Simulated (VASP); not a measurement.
Data:

```yaml
crystal:
  lattice:
    - [3.98471, 0.00000, 0.00000]
    - [0.00000, 3.98471, 0.00000]
    - [0.00000, 0.00000, 4.10016]
  atoms:
    - { symbol: Ba, position: [0.00000, 0.00000, 0.00373] }
    - { symbol: Ti, position: [0.50000, 0.50000, 0.52134] }
    - { symbol: O, position: [0.50000, 0.50000, 0.96931] }
    - { symbol: O, position: [0.00000, 0.50000, 0.48481] }
    - { symbol: O, position: [0.50000, 0.00000, 0.48481] }
```

The numbers are results of SCAN meta-GGA, VASP's PBE PAW potentials (set 64) (plane waves; VASP 6.6.1), not measurements. Run with 520 eV cut-off, 6×6×6 Γ-centred mesh, tetrahedra with Blöchl corrections, potentials Ba_sv Ti_sv O.

The cores are frozen, which limits the accuracy of field gradients.

**Question.** Give the principal components of the electric field gradient (V/Å²) and the asymmetry η at each nucleus.

**Answer.** 
```json
[
 {"atom": "Ba1", "Vxx": "3.5", "Vyy": "3.5", "Vzz": "-7.1", "η": "0.00"},
 {"atom": "Ti2", "Vxx": "-7.8", "Vyy": "-7.8", "Vzz": "15.7", "η": "0.00"},
 {"atom": "O3", "Vxx": "-10.0", "Vyy": "-10.0", "Vzz": "19.9", "η": "0.00"},
 {"atom": "O4", "Vxx": "-17.6", "Vyy": "-11.8", "Vzz": "29.4", "η": "0.20"},
 {"atom": "O5", "Vxx": "-17.6", "Vyy": "-11.8", "Vzz": "29.4", "η": "0.20"}
]
```

The compound is BaTiO3 in the tetragonal perovskite structure. It was relaxed first.
